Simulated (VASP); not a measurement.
A convergence study with VASP on Ca: one setting is varied, all else stays as given below, so the limit is that of these other settings.

```
Ca
1.0
    3.95749     0.00000     0.00000
    1.97875     3.42729     0.00000
    0.00000     0.00000    20.46258
Ca
3
Direct
  0.00000   0.00000   0.34209
  0.33333   0.33333   0.50000
  0.66667   0.66667   0.65791
```

These are PBEsol GGA, VASP's PBE PAW potentials (set 64) (plane waves; VASP 6.6.1) values and carry that method's errors. The tightest run used: 600 eV cut-off, 9×9×1 Γ-centred mesh, Gaussian smearing of 0.10 eV, potentials Ca_sv.

Problem. The settings run are ENCUT = 150; ENCUT = 180; ENCUT = 210; ENCUT = 255; ENCUT = 360; ENCUT = 450; ENCUT = 600. From which on does the energy per atom stay within 0.005 eV/atom of the tightest run?

Solution. From ENCUT = 360 on: it is off by 0.0014 there and by no more than 0.005 in any finer run, while ENCUT = 255 is off by 0.0124.
```csv
setting,E (eV/atom),largest force (eV/Å),plane waves,difference judged (eV/atom)
ENCUT = 150,-2.4438,0.144,1182,0.6094
ENCUT = 180,-2.0536,0.082,1553,0.2193
ENCUT = 210,-1.9016,0.177,1957,0.0673
ENCUT = 255,-1.8468,0.170,2588,0.0124
ENCUT = 360,-1.8357,0.173,4338,0.0014
ENCUT = 450,-1.8337,0.175,6057,0.0007
ENCUT = 600,-1.8344,0.175,9336,0.0000
```

Left out are rungs that failed or repeat a setting and relaxations that didn't move; long series are thinned to 24 rows.

The cell is a sheet or thin cut with vacuum, built from a generated structure.
